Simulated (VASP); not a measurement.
A VASP calculation is set up with these files.

### INCAR
```
LREAL=F
LASPH=T   ! aspherical one-centre terms
LWAVE=F
NELM=100   ! most electronic steps
SYSTEM=ZnInGaO4
ISIF=2
SIGMA=0.2   ! width (eV)
PREC=Accurate
ISMEAR=1   ! Methfessel-Paxton
GGA=PS
ENCUT=240   ! plane-wave cut-off (eV)
LCHARG=F
LMAXMIX=4
ALGO=Normal
EDIFF=1E-6
```

File KPOINTS:
```
Automatic mesh
0
Gamma
10 10 10
0 0 0
```

**POSCAR**
```
ZnInGaO4
8.6501170
  0.1895857594   0.1094573634   1.0000000000
 -0.1895857594   0.1094573634   1.0000000000
  0.0000000000  -0.2189147268   1.0000000000
In Ga Zn O
1 1 1 4
Cartesian
  0.0000000000   0.0000000000   0.0000000000
  0.0000000000  -0.0000000000   2.3487000000
 -0.0000000000   0.0000000000   0.6513000000
 -0.0000000000  -0.0000000000   2.6154000000
 -0.0000000000   0.0000000000   0.3846000000
  0.0000000000  -0.0000000000   2.1216000000
 -0.0000000000  -0.0000000000   0.8784000000
```

POTCAR, in this order: In_d Ga_d Zn O (PBE.64 set). Program: vasp_std.

Problem. Write an equivalent input for Quantum ESPRESSO's pw.x.

Solution. One equivalent input (not run):
```
&CONTROL
  calculation = 'scf'
  pseudo_dir = './pseudo'
  outdir = './out'
  tprnfor = .true.
  tstress = .true.
/
&SYSTEM
  ibrav = 0
  nat = 7
  ntyp = 4
  ecutwfc = 84
  occupations = 'smearing'
  smearing = 'methfessel-paxton'
  degauss = 0.0147
  input_dft = 'pbesol'
/
&ELECTRONS
  conv_thr = 7.3e-08
  electron_maxstep = 100
/
ATOMIC_SPECIES
  In 114.818 In.upf
  Ga 69.723 Ga.upf
  Zn 65.380 Zn.upf
  O 15.999 O.upf
CELL_PARAMETERS angstrom
     1.6399390    0.9468190    8.6501170
    -1.6399390    0.9468190    8.6501170
     0.0000000   -1.8936380    8.6501170
ATOMIC_POSITIONS crystal
  In   0.0000000  0.0000000  0.0000000
  Ga   0.7829000  0.7829000  0.7829000
  Zn   0.2171000  0.2171000  0.2171000
  O    0.8718000  0.8718000  0.8718000
  O    0.1282000  0.1282000  0.1282000
  O    0.7072000  0.7072000  0.7072000
  O    0.2928000  0.2928000  0.2928000
K_POINTS automatic
  10 10 10 0 0 0
```
Limits of the translation: the potentials are each code's own (VASP's PAW set, PseudoDojo norm-conserving files in pw.x), so ENCUT and ecutwfc are chosen apart and not converted; conv_thr bounds pw.x's estimated SCF error, while EDIFF bounds the energy change between steps.

The structure was generated: ZnInGaO4 was put into an ordered model structure, which need not be its known phase. The cell was not relaxed at this level, and its volume differs by +4.6 % from the start's. The run is one of a series of settings (ENCUT = 240 against the base run), some of them coarse on purpose.
